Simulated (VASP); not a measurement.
# A VASP study of TiC (Khamrabaevite) (PBEsol): structure first, properties next, part 5 of 5

How well does PBEsol reproduce what experiment finds for TiC (Khamrabaevite)? The cell is relaxed first, and properties follow on it. Left out of this account: 1 further run (relaxation: it shows nothing beyond the runs told). The start is a cell from a database of measured crystal structures.

VASP 6.6.1; PBEsol; plane waves and PAW (Ti_sv, C).

Still holding for the runs below: The k-mesh is coarse for a metal.

So far. Step 13 (Volume scan with PBEsol, volume scale 1.06): The pressure falls from -9.66 to -13.85 GPa. The parabola predicted -13.69 GPa, +0.16 GPa off. Step 15 (Fit for PBEsol): The fitted volume lies +0.01 % from the relaxed one. The relaxed cell has a = 4.295 Å (conventional setting).

### Step 17. Field gradients at the nuclei (PBEsol)

Field gradients probe how far the charge around each nucleus departs from cubic symmetry; LASPH keeps the non-spherical terms inside the spheres.

INCAR reads:

```
SYSTEM = TiC
PREC = Accurate
ENCUT = 520
EDIFF = 1E-07
NELM = 100
ISMEAR = 0
SIGMA = 0.05
LREAL = .FALSE.
ALGO = Normal
GGA = PS
NBANDS = 14
LASPH = .TRUE.
LORBIT = 11
LWAVE = .FALSE.
LCHARG = .FALSE.
KPAR = 2
LEFG = .TRUE.
```

POSCAR reads:

```
TiC
1.0
    0.0000000000      2.1474690364      2.1474690364
    2.1474690364      0.0000000000      2.1474690364
    2.1474690364      2.1474690364      0.0000000000
Ti C
1 1
Direct
    0.0000000000      0.0000000000      0.0000000000
    0.5000000000      0.5000000000      0.5000000000
```

KPOINTS reads:

```
Automatic mesh
0
Gamma
8 8 8
0 0 0
```

Potentials, in the order of the species: Ti_sv and C (PBE family, release 64).

The run is started by

```bash
$ mpirun -np 2 vasp_std
```

The program printed:

```text
[... set-up lines as in an earlier step ...]
 entering main loop
       N       E                     dE             d eps       ncg     rms          rms(c)
[... 13 cycles as in an earlier step ...]
DAV:  14    -0.197995114706E+02    0.34392E-06   -0.72254E-07   994   0.127E-02    0.258E-03
DAV:  15    -0.197995113540E+02    0.11659E-06   -0.87135E-08   696   0.389E-03    0.122E-03
DAV:  16    -0.197995113573E+02   -0.32653E-08   -0.87213E-08   532   0.383E-03
ion   1
     0.0000000     0.0000000     0.0000000     0.0000000    -0.0000000     0.0000000
     0.0000422     0.0000000     0.0000000     0.0000000    -0.0000000     0.0000000
     0.0000581     0.0000000     0.0000000     0.0000000    -0.0000000     0.0000000
     0.0000800     0.0000000     0.0000000     0.0000000    -0.0000000     0.0000000
     0.0001102     0.0000000     0.0000000     0.0000000    -0.0000000     0.0000000

     0.0000000     0.0000000     0.0000000     0.0000000    -0.0000000    -0.0000000
     0.0000422     0.0000000     0.0000000     0.0000000    -0.0000000    -0.0000000
     0.0000581     0.0000000     0.0000000     0.0000000    -0.0000000    -0.0000000
     0.0000800     0.0000000     0.0000000     0.0000000    -0.0000000    -0.0000000
     0.0001102     0.0000000     0.0000000     0.0000000    -0.0000000    -0.0000000

ion   2
     0.0000000     0.0000000     0.0000000    -0.0000000    -0.0000000    -0.0000000
     0.0000266     0.0000000     0.0000000    -0.0000000    -0.0000000    -0.0000000
     0.0000367     0.0000000     0.0000000    -0.0000000    -0.0000000    -0.0000000
     0.0000505     0.0000000     0.0000000    -0.0000000    -0.0000000    -0.0000000
     0.0000695     0.0000000     0.0000000    -0.0000000    -0.0000000    -0.0000000

     0.0000000     0.0000000     0.0000000    -0.0000000    -0.0000000    -0.0000000
     0.0000266     0.0000000     0.0000000    -0.0000000    -0.0000000    -0.0000000
     0.0000367     0.0000000     0.0000000    -0.0000000    -0.0000000    -0.0000000
     0.0000505     0.0000000     0.0000000    -0.0000000    -0.0000000    -0.0000000
     0.0000695     0.0000000     0.0000000    -0.0000000    -0.0000000    -0.0000000

   1 F= -.19799511E+02 E0= -.19799076E+02  d E =-.871043E-03
```

Run time: 6.2 s. Hardware: 2 MPI ranks of AMD EPYC 7R43, shared host; peak memory 0.2 GiB.

OUTCAR, selected parts (step 17):

```text
   NELECT =      16.0000    total number of electrons

 E-fermi :   9.5733

 k-point     1 :       0.0000    0.0000    0.0000
  band No.  band energies     occupation
      1     -46.6539      2.00000
      2     -22.7665      2.00000
      3     -22.7665      2.00000
      4     -22.7665      2.00000
      5      -2.8815      2.00000
      6      10.2743      0.00000
      7      10.2743      0.00000
      8      10.2743      0.00000
      9      11.3422      0.00000
     10      11.3422      0.00000
    ...

  Total       -0.0059929     -0.0059929     -0.0059929      0.0000000      0.0000000      0.0000000
  in kB       -0.4847722     -0.4847722     -0.4847722      0.0000000      0.0000000      0.0000000
  external PRESSURE =      -0.4847722 kB  Pullay stress =       0.0000000 kB

 POSITION                                       TOTAL-FORCE (eV/Angst)
 -----------------------------------------------------------------------------------
      0.00000      0.00000      0.00000        -0.000000      0.000000      0.000000
      2.14747      2.14747      2.14747         0.000000     -0.000000     -0.000000
 -----------------------------------------------------------------------------------
    total drift:                                0.000000     -0.000000     -0.000000

  FREE ENERGIE OF THE ION-ELECTRON SYSTEM (eV)
  ---------------------------------------------------
  free  energy   TOTEN  =       -19.7995113573 eV

  energy  without entropy=      -19.7986403142  energy(sigma->0) =      -19.79907584

 Electric field gradients after diagonalization (V/A^2)
 (convention: |V_zz| > |V_xx| > |V_yy|)
----------------------------------------------------------------------
 ion       V_xx      V_yy      V_zz     asymmetry (V_yy - V_xx)/ V_zz
----------------------------------------------------------------------
   1      -0.001    -0.001     0.001       0.000
   2       0.000     0.000    -0.000       0.000
----------------------------------------------------------------------

[... 8 parts as in an earlier step ...]

[... 9 further parts left out ...]
```

Numbers from this step:

| Item | Value |
| --- | --- |
| SCF cycles | 16 |
| bands | 14 |
| irreducible k-points | 29 |
| Fermi energy | 9.573 eV |
| pressure | -0.04848 GPa |

Electric field gradients, by row:

```
atom  Vxx (V/Å²)  Vyy (V/Å²)  Vzz (V/Å²)  asymmetry
 Ti1      -0.001      -0.001       0.001          -
  C2           0           0           0          -
```

All gradients vanish within the noise.

The run ends at a pressure of -0.05 GPa.

### Step 18. Outcome

```json
{
  "relaxed volume": "9.903 Å³/atom",
  "relaxed conventional cell a, b, c": "4.295, 4.295, 4.295 Å",
  "space group after relaxing, within 0.02 Å": "Fm-3m (No. 225)",
  "band gap": "none, a metal",
  "DOS at the Fermi level": "0.228 states/eV/cell",
  "bulk modulus from the fit": "264 GPa",
  "volume from the fit": "9.90 Å³/atom",
  "largest field gradient Vzz": "zero within the noise on all sites"
}
```

With PBEsol, TiC (Khamrabaevite) relaxes to 9.903 Å³/atom in space group Fm-3m (held by the symmetry of the run), comes out as a metal and has a bulk modulus of 264 GPa. Against the listed cell the volume lies -2.3 %. Band structure (PBEsol): Of the bands kept, 4 cross the Fermi level on this path. The k-sampling is coarse for a metal, so the Fermi level, pressures and the shape of the cell carry errors. No search among competing phases was made, and a listed structure need not be the one stable at ambient conditions. All values are for a static lattice at zero temperature.

Calculation against experiment:

| quantity | measured | PBEsol |
| --- | --- | --- |
| lattice constant a (Å) | 4.325 | 4.295 (-0.7 %) |

Measured values from arxiv:2411.15754 (2024).

Verdict: The lattice constant a is off by -0.7 %: good agreement. The grades are ours: good and fair within 0.7 and 1.5 % for the lattice constant a. Zero-point motion and thermal expansion are not in the computed lattice constants.

[Lines on the potential files, build, host, timing and source positions are cut from VASP's logs without a mark.]

[Logs are printed without paths, hosts, clocks, repeated set-up lines and the standing remarks that a program may print on its own settings, such as how far it seeks lower states.]

[Hosts, paths, dates, database ids (printed as entryN), source tags and the programs' standing remarks are cut or masked in the printed files.]

[A measured line is paired with the nearest computed mode of its activity, which favours agreement.]
